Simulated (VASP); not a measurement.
Given:

```
CELL_PARAMETERS angstrom
      3.14728     0.00000     0.00000
      0.00000     3.14728     0.00000
      0.00000     0.00000     3.14728
ATOMIC_POSITIONS crystal
  Zn 0.50000 0.50000 0.50000
  Au 0.00000 0.00000 0.00000
```

The numbers are results of PBE GGA, VASP's PBE PAW potentials (set 64) (plane waves; VASP), not measurements. Numerical set-up: 500 eV cut-off, 12×12×12 Γ-centred mesh, first-order Methfessel-Paxton smearing of 0.10 eV, potentials Zn Au.

Energy and stress use the plane-wave basis of the starting cell.

The ions, cell shape and volume at an external pressure of 10.0 GPa are relaxed. Give the cell that the relaxation ends in.

```
CELL_PARAMETERS angstrom
      3.11372     0.00000     0.00000
      0.00000     3.11372     0.00000
      0.00000     0.00000     3.11372
ATOMIC_POSITIONS crystal
  Zn 0.50000 0.50000 0.50000
  Au 0.00000 0.00000 0.00000
```
Space group Pm-3m (221), at a tolerance of 0.03 Å.

How do energy and volume change from the first to the last step?

The energy (σ→0) changes by +22.6 meV/atom and the volume by -3.2 %, in 3 ionic steps.

```tsv
step	E(σ→0) (eV)	max force (eV/Å)	pressure (GPa)	volume (Å³)
1	-4.7337	0.000	4.87	31.18
2	-4.5852	0.000	17.65	28.98
3	-4.6884	0.000	9.96	30.19
```

The compound is AuZn in the CsCl type structure. This run relaxes it under an external pressure of 10 GPa. Symmetry was kept, so distortions that lower it aren't found. The electron count is odd and the run is not spin-polarised, which forces a metal.
